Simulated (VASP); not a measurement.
# MgS (Fm-3m): formation energy of the defect Sb_Mg

How easily does the defect Sb_Mg form in MgS (Fm-3m)? The host is relaxed first, then a supercell is run with and without the defect. The start is a computed cell from the Materials Project.

Main program and level: VASP 6.6.1; PBEsol; plane waves and PAW (Mg, S), in the first sound run; inputs show where later runs differ.

### Step 1. The host crystal

It takes space group Fm-3m (No. 225, cubic). The conventional cell has a = 5.209 Å, b = 5.209 Å, c = 5.209 Å, α = 90.00°, β = 90.00°, γ = 90.00°. Nearest to Mg lie 6 S at 2.60 Å. Nearest to S lie 6 Mg at 2.60 Å. Farther neighbours and most contacts between anions are not listed.

As a file:

```cif
data_structure
_symmetry_space_group_name_H-M 'Fm-3m'
_symmetry_Int_Tables_number 225
_cell_length_a 5.2088
_cell_length_b 5.2088
_cell_length_c 5.2088
_cell_angle_alpha 90.000
_cell_angle_beta 90.000
_cell_angle_gamma 90.000
_cell_volume 141.32
loop_
_atom_site_label
_atom_site_type_symbol
_atom_site_symmetry_multiplicity
_atom_site_Wyckoff_symbol
_atom_site_fract_x
_atom_site_fract_y
_atom_site_fract_z
_atom_site_occupancy
Mg1 Mg 4 a 0.00000 0.00000 0.00000 1
S1 S 4 b 0.50000 0.00000 0.00000 1
```

### Step 2. The host at zero pressure

The later steps need the crystal at this functional's own lattice; a raised cutoff keeps the stress reliable while the cell changes.

The input, INCAR:

```
SYSTEM = MgS
PREC = Accurate
ENCUT = 350
EDIFF = 1E-06
NELM = 120
ISMEAR = 0
SIGMA = 0.05
LREAL = .FALSE.
ALGO = Normal
GGA = PS
NBANDS = 10
LORBIT = 11
LWAVE = .FALSE.
LCHARG = .FALSE.
KPAR = 4
IBRION = 2
NSW = 40
ISIF = 3
EDIFFG = -0.02
POTIM = 0.4
```

The input, POSCAR:

```
MgS
1.0
    0.0000000000      2.6043976000      2.6043976000
    2.6043976000      0.0000000000      2.6043976000
    2.6043976000      2.6043976000      0.0000000000
Mg S
1 1
Direct
    0.0000000000      0.0000000000      0.0000000000
    0.5000000000      0.5000000000      0.5000000000
```

The input, KPOINTS:

```
Automatic mesh
0
Gamma
6 6 6
0 0 0
```

Potentials, in the order of the species: Mg and S (PBE family, release 64).

Started as:

```
$ mpirun -np 4 vasp_std
```

Output:

```text
[banner, memory and clock lines left out]
running    4 mpi-ranks, on    1 nodes
 distrk:  each k-point on    1 cores,    4 groups
 distr:  one band on    1 cores,    1 groups

 POSCAR found type information on POSCAR MgS
 POSCAR found :  2 types and       2 ions
|                                                                             |
|               ----> ADVICE to this user running VASP <----                  |
|                                                                             |
|     You enforced a specific xc type in the INCAR file but a different       |
|     [... a line on the potential file left out ...]
|     I HOPE YOU KNOW WHAT YOU ARE DOING!                                     |
|                                                                             |

 LDA part: xc-table for (Slater+PW92), standard interpolation
 POSCAR, INCAR and KPOINTS ok, starting setup
 FFT: planning ... GRIDC
 FFT: planning ... GRID_SOFT
 FFT: planning ... GRID
 WAVECAR not read
 entering main loop
       N       E                     dE             d eps       ncg     rms          rms(c)
DAV:   1     0.124053974262E+02    0.12405E+02   -0.29817E+03   352   0.459E+02
DAV:   2    -0.868535042414E+01   -0.21091E+02   -0.20490E+02   408   0.886E+01
DAV:   3    -0.943722684832E+01   -0.75188E+00   -0.75127E+00   382   0.182E+01
DAV:   4    -0.944166653900E+01   -0.44397E-02   -0.44395E-02   390   0.166E+00
DAV:   5    -0.944170420149E+01   -0.37662E-04   -0.37662E-04   394   0.146E-01    0.407E+00
DAV:   6    -0.911276928604E+01    0.32893E+00   -0.72838E-01   334   0.356E+00    0.307E+00
DAV:   7    -0.907180140544E+01    0.40968E-01   -0.19340E-01   372   0.197E+00    0.191E+00
DAV:   8    -0.906913885453E+01    0.26626E-02   -0.10717E-02   366   0.637E-01    0.725E-01
DAV:   9    -0.906892115136E+01    0.21770E-03   -0.53206E-04   370   0.135E-01    0.310E-01
DAV:  10    -0.906891276264E+01    0.83887E-05   -0.14562E-04   354   0.572E-02    0.160E-02
DAV:  11    -0.906891450024E+01   -0.17376E-05   -0.16870E-06   356   0.892E-03    0.181E-02
DAV:  12    -0.906891450898E+01   -0.87302E-08   -0.16657E-07   190   0.237E-03
   1 F= -.90689145E+01 E0= -.90689145E+01  d E =-.906891E+01
 curvature:   0.00 expect dE= 0.000E+00 dE for cont linesearch  0.000E+00
 trial: gam= 0.00000 g(F)=  0.123E-61 g(S)=  0.491E-02 ort = 0.000E+00 (trialstep = 0.100E+01)
 search vector abs. value=  0.491E-02
 bond charge predicted
       N       E                     dE             d eps       ncg     rms          rms(c)
DAV:   1    -0.907949490229E+01   -0.10580E-01   -0.15549E-01   324   0.214E+00    0.688E-01
DAV:   2    -0.907222301382E+01    0.72719E-02   -0.18586E-02   330   0.626E-01    0.230E-01
DAV:   3    -0.907144714449E+01    0.77587E-03   -0.44215E-03   362   0.323E-01    0.163E-01
DAV:   4    -0.907143685394E+01    0.10291E-04   -0.34192E-05   348   0.418E-02    0.140E-01
DAV:   5    -0.907142096663E+01    0.15887E-04   -0.17629E-05   336   0.258E-02    0.189E-02
DAV:   6    -0.907142028759E+01    0.67904E-06   -0.36136E-07   180   0.415E-03
   2 F= -.90714203E+01 E0= -.90714203E+01  d E =-.250578E-02
 trial-energy change:   -0.002506  1 .order   -0.002483   -0.004908   -0.000058
 step:   1.0116(harm=  1.0119)  dis= 0.00000  next Energy=    -9.071421 (dE=-0.251E-02)
 reached required accuracy - stopping structural energy minimisation
```

Run time: 2.2 s. Hardware: 4 MPI ranks of Intel Xeon 6975P-C (Granite Rapids), shared host; peak memory 0.49 GiB.

Lines that name or quote the potential files are left out of all logs, and their timing lines are given in words.

Parts of OUTCAR (step 2):

```text
ion  position               nearest neighbor table
   1  0.000  0.000  0.000-   2 2.60   2 2.60   2 2.60   2 2.60   2 2.60   2 2.60
   2  0.500  0.500  0.500-   1 2.60   1 2.60   1 2.60   1 2.60   1 2.60   1 2.60

  LATTYP: Found a face centered cubic cell.
 ALAT       =     5.2087952000

 Subroutine GETGRP returns: Found 48 space group operations
 (whereof 48 operations were pure point group operations)

The static configuration has the point symmetry O_h .

 Found     16 irreducible k-points:

   k-points           NKPTS =     16   k-points in BZ     NKDIM =     16   number of bands    NBANDS=     10

   dimension x,y,z NGX =    24 NGY =   24 NGZ =   24
   dimension x,y,z NGXF=    48 NGYF=   48 NGZF=   48

   ENCUT  =  350.0 eV  25.72 Ry    5.07 a.u.   5.62  5.62  5.62*2*pi/ulx,y,z

   NELECT =       8.0000    total number of electrons

 k-points in reciprocal lattice and weights: Automatic mesh
   0.00000000  0.00000000  0.00000000       0.005
   0.16666667  0.00000000  0.00000000       0.037
   0.33333333  0.00000000  0.00000000       0.037
   0.50000000  0.00000000  0.00000000       0.019
   0.16666667  0.16666667  0.00000000       0.028
   0.33333333  0.16666667  0.00000000       0.111
   0.50000000  0.16666667  0.00000000       0.111
  -0.33333333  0.16666667  0.00000000       0.111
  -0.16666667  0.16666667  0.00000000       0.056
[...]
-0.33333333  0.33333333  0.16666667       0.111
  -0.33333333  0.50000000  0.16666667       0.056

 average (electrostatic) potential at core
       1 -36.3954       2 -86.0870

 E-fermi :   4.0367

 k-point     1 :       0.0000    0.0000    0.0000
  band No.  band energies     occupation
      1      -8.9612      2.00000
      2       3.8021      2.00000
      3       3.8021      2.00000
      4       3.8021      2.00000
      5       7.5022      0.00000
      6      11.6464      0.00000
      7      11.6464      0.00000
      8      11.6464      0.00000
      9      14.1302      0.00000
    ...

 k-point     2 :       0.1667    0.0000    0.0000
  band No.  band energies     occupation
      1      -8.6884      2.00000
      2       2.1270      2.00000
      3       3.6251      2.00000
      4       3.6251      2.00000
      5       8.5857      0.00000
      6      11.3719      0.00000
      7      11.9318      0.00000
      8      11.9318      0.00000
      9      13.4095      0.00000
    ...

 k-point     3 :       0.3333    0.0000    0.0000
  band No.  band energies     occupation
      1      -8.0263      2.00000
      2      -0.1449      2.00000
      3       3.3204      2.00000
      4       3.3204      2.00000
      5       8.4725      0.00000
      6      11.0767      0.00000
      7      11.0767      0.00000
      8      13.2061      0.00000
      9      15.2823      0.00000
    ...

  Total       -0.0034229     -0.0034229     -0.0034229      0.0000000      0.0000000     -0.0000000
  in kB       -0.1578676     -0.1578676     -0.1578676      0.0000000      0.0000000     -0.0000000
  external PRESSURE =      -0.1578676 kB  Pullay stress =       0.0000000 kB

  energy-cutoff  :      350.00
  volume of cell :       34.74
      direct lattice vectors                 reciprocal lattice vectors
    -0.000000000  2.589764148  2.589764148    -0.193067774  0.193067774  0.193067774
     2.589764148  0.000000000  2.589764148     0.193067774 -0.193067774  0.193067774
     2.589764148  2.589764148  0.000000000     0.193067774  0.193067774 -0.193067774

 POSITION                                       TOTAL-FORCE (eV/Angst)
 -----------------------------------------------------------------------------------
      2.58976      2.58976      5.17953        -0.000000      0.000000     -0.000000
      2.58976      2.58976      2.58976         0.000000     -0.000000      0.000000
 -----------------------------------------------------------------------------------
    total drift:                                0.000000     -0.000000      0.000000

  FREE ENERGIE OF THE ION-ELECTRON SYSTEM (eV)
  ---------------------------------------------------
  free  energy   TOTEN  =        -9.0714202876 eV

  energy  without entropy=       -9.0714202876  energy(sigma->0) =       -9.07142029

 reached required accuracy - stopping structural energy minimisation

 total charge
# of ion       s       p       d       tot
------------------------------------------
    1        0.138   0.132   0.041   0.312
    2        1.308   2.485   0.000   3.793
--------------------------------------------------
tot          1.447   2.617   0.041   4.104

[... 3 further parts left out ...]
```

CONTCAR:

```
MgS
   1.00000000000000
    -0.0000000000000000    2.5897641477458522    2.5897641477458522
     2.5897641477458522    0.0000000000000000    2.5897641477458522
     2.5897641477458522    2.5897641477458522    0.0000000000000000
  Mg              S
     1     1
Direct
     1.0000000000000000    1.0000000000000000    0.0000000000000000
     0.5000000000000000    0.5000000000000000    0.5000000000000000
```

The gap is read on the k-mesh alone, so it is an upper bound where the band edges lie off the mesh. The PAW data sets were made with PBE, which is usual practice but a small mismatch for other functionals. The run keeps the 48 symmetry operations of its start, so it cannot find a distortion of lower symmetry.

Relaxation path:

| step | energy less that of the first step (eV) | largest force (eV/Å) | pressure (GPa) | volume (Å³) |
| --- | --- | --- | --- | --- |
| 1 | 0.0000 | 0.0000 | -1.32 | 35.33 |
| 2 | -0.0025 | 0.0000 | -0.02 | 34.74 |

| conventional cell, symmetrised | before | after | change |
| --- | --- | --- | --- |
| a (Å) | 5.209 | 5.180 | -0.6 % |
| b (Å) | 5.209 | 5.180 | -0.6 % |
| c (Å) | 5.209 | 5.180 | -0.6 % |
| volume (Å³/atom) | 17.67 | 17.37 | -1.7 % |

Final coordinates:

```xyz
2
Lattice="0.0000 2.5898 2.5898 2.5898 0.0000 2.5898 2.5898 2.5898 0.0000" Properties=species:S:1:pos:R:3 pbc="T T T"
Mg    0.0000    0.0000    0.0000
S     2.5898    2.5898    2.5898
```

This step gave:

- electronic cycles: 18
- electrons: 8
- free energy (TOTEN): -9.071 eV
- Fermi energy: 4.037 eV
- labelled metallic, from the levels on this mesh: no
- gap on the k-mesh: 2.731 eV
- least direct gap on the k-mesh: 3.700 eV

The run ended after 2 ionic steps, 0.003 eV below its first step, once forces and stress met EDIFFG = -0.02.

(Continued in part 2 of 7.)

[Lines on the potential files, build, host, timing and source positions are cut from VASP's logs without a mark.]

[Logs are printed without paths, hosts, clocks, repeated set-up lines and the standing remarks that a program may print on its own settings, such as how far it seeks lower states.]

[Hosts, paths, dates, database ids (printed as entryN), source tags and the programs' standing remarks are cut or masked in the printed files.]

[In band tables of VASP the shares of atoms and orbitals are scaled to a sum of 1 inside the atoms' spheres.]

[Runs that stopped without an error message from VASP are left out.]
